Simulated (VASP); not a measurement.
An input for Ansatz (written as the equivalent of a VASP run, and not itself run):

Ansatz 0.2 input:
```yaml
crystal:
  lattice:
    - [-2.0599517, 2.0599517, 4.7968671]
    - [2.0599517, -2.0599517, 4.7968671]
    - [2.0599517, 2.0599517, -4.7968671]
  atoms:
    - { symbol: Ca, position: [0.0000000, 0.0000000, 0.0000000] }
    - { symbol: P, position: [0.6137143, 0.6137143, 0.0000000] }
    - { symbol: P, position: [0.3862857, 0.3862857, 0.0000000] }
    - { symbol: Pd, position: [0.7500000, 0.2500000, 0.5000000] }
    - { symbol: Pd, position: [0.2500000, 0.7500000, 0.5000000] }
kpoints:
  mp_grid: { grid: [9, 9, 9] }
hamiltonian:
  xc: pbesol
  pseudopotentials: { kind: paw }
scf:
  occupations: { method: methfessel_paxton, width: 0.1 }
  max_iter: 100
relax:
  max_steps: 60
  f_tol: 0.02
  cell: {}
output: { forces: true, stress: true, eigenvalues: true }
```

Problem. Write the VASP files for the same calculation (PBEsol).

Solution. Several could match; the one computed here: 
### POSCAR
```
Ca(PPd)2
1.0
 -2.0599517044   2.0599517044   4.7968670877
  2.0599517044  -2.0599517044   4.7968670877
  2.0599517044   2.0599517044  -4.7968670877
Ca P Pd
1 2 2
direct
  0.0000000000   0.0000000000   0.0000000000
  0.6137142853   0.6137142853   0.0000000000
  0.3862857147   0.3862857147   0.0000000000
  0.7500000000   0.2500000000   0.5000000000
  0.2500000000   0.7500000000   0.5000000000
```

### INCAR
```
SYSTEM = Ca(PPd)2
PREC = Accurate; ENCUT = 400; LREAL = F
LASPH = T
EDIFF = 1E-6; NELM = 100; ALGO = Normal
LMAXMIX = 4
ISMEAR = 1; SIGMA = 0.1
GGA = PS
IBRION = 2; NSW = 60; ISIF = 3
EDIFFG = -0.02
LWAVE = F; LCHARG = F
```

File KPOINTS:
```
Automatic mesh
0
Gamma
9 9 9
0 0 0
```

POTCAR, in this order: Ca_sv P Pd (PBE.64 set). Program: vasp_std.

The two are equivalent in intent, not identical: each code has its own PAW files, so the cut-off isn't converted (ENCUT is set for VASP's; basis.ecutwfc is left out, and Ansatz then takes the one that its files recommend); Ansatz stops its SCF on the density residual and VASP on the energy change (EDIFF).

The structure comes from a computed database's CaPd2P2 entry (I4/mmm); how it stands against other phases isn't given here. This run relaxes it. Symmetry was kept, so distortions that lower it aren't found. The start is the result of an earlier pass.
